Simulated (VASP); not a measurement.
Consider the following.

```yaml
crystal:
  lattice:
    - [5.34442, 0.00000, 0.00000]
    - [0.00000, 10.22219, 0.00000]
    - [0.00000, 0.00000, 3.86796]
  atoms:
    - { symbol: Si, position: [0.09476, 0.65520, 0.50000] }
    - { symbol: Si, position: [0.90524, 0.34480, 0.50000] }
    - { symbol: Si, position: [0.59476, 0.84480, 0.50000] }
    - { symbol: Si, position: [0.40524, 0.15520, 0.50000] }
    - { symbol: Si, position: [0.50000, 0.50000, 0.00000] }
    - { symbol: Si, position: [0.00000, 0.00000, 0.00000] }
    - { symbol: Rh, position: [0.33345, 0.39276, 0.50000] }
    - { symbol: Rh, position: [0.66655, 0.60724, 0.50000] }
    - { symbol: Rh, position: [0.83345, 0.10724, 0.50000] }
    - { symbol: Rh, position: [0.16655, 0.89276, 0.50000] }
    - { symbol: Rh, position: [0.34028, 0.71264, 0.00000] }
    - { symbol: Rh, position: [0.65972, 0.28736, 0.00000] }
    - { symbol: Rh, position: [0.84028, 0.78736, 0.00000] }
    - { symbol: Rh, position: [0.15972, 0.21264, 0.00000] }
    - { symbol: Rh, position: [0.50000, 0.00000, 0.00000] }
    - { symbol: Rh, position: [0.00000, 0.50000, 0.00000] }
```

The numbers are results of r2SCAN meta-GGA, VASP's PBE PAW potentials (set 64) (plane waves; VASP), not measurements. Run with LREAL = Auto, 400 eV cut-off, 7×4×9 Γ-centred mesh, tetrahedra with Blöchl corrections, potentials Si Rh_pv.

### Question
Give the energies of bands 79 to 92 at the high-symmetry points, in eV from the Fermi level.

### Answer

```
band      Γ      X      S      Y      Z      U      R      T
----  -----  -----  -----  -----  -----  -----  -----  -----
79    -1.49  -1.16  -1.33  -1.30  -1.97  -1.77  -1.64  -1.89
80    -1.23  -1.16  -1.33  -1.30  -1.95  -1.77  -1.64  -1.89
81    -1.12  -1.12  -0.84  -0.92  -1.82  -1.55  -1.61  -1.79
82    -1.10  -1.12  -0.84  -0.92  -1.78  -1.55  -1.61  -1.79
83    -1.07  -0.57  -0.78  -0.90  -1.47  -1.29  -1.30  -1.29
84    -0.61  -0.57  -0.78  -0.90  -1.29  -1.29  -1.30  -1.29
85    -0.46   0.06  -0.02  -0.59  -1.26  -1.07  -1.01  -1.23
86    -0.36   0.06  -0.02  -0.59  -1.03  -1.07  -1.01  -1.23
87    -0.35   0.11   0.34  -0.23  -0.60  -0.22  -0.04  -0.52
88    -0.27   0.11   0.34  -0.23  -0.12  -0.22  -0.04  -0.52
89     0.18   1.22   1.27   0.98  -0.11   0.68   0.75   0.60
90     0.19   1.22   1.27   0.98   0.08   0.68   0.75   0.60
91     1.33   2.10   2.92   1.15   1.29   1.05   0.92   0.80
92     1.54   2.10   2.92   1.15   1.54   1.05   0.92   0.80
```

It has no gap at this level: it comes out as a metal or semimetal.

The structure comes from a computed database's Si3Rh5 entry (Pbam); how it stands against other phases isn't given here. It was relaxed first.
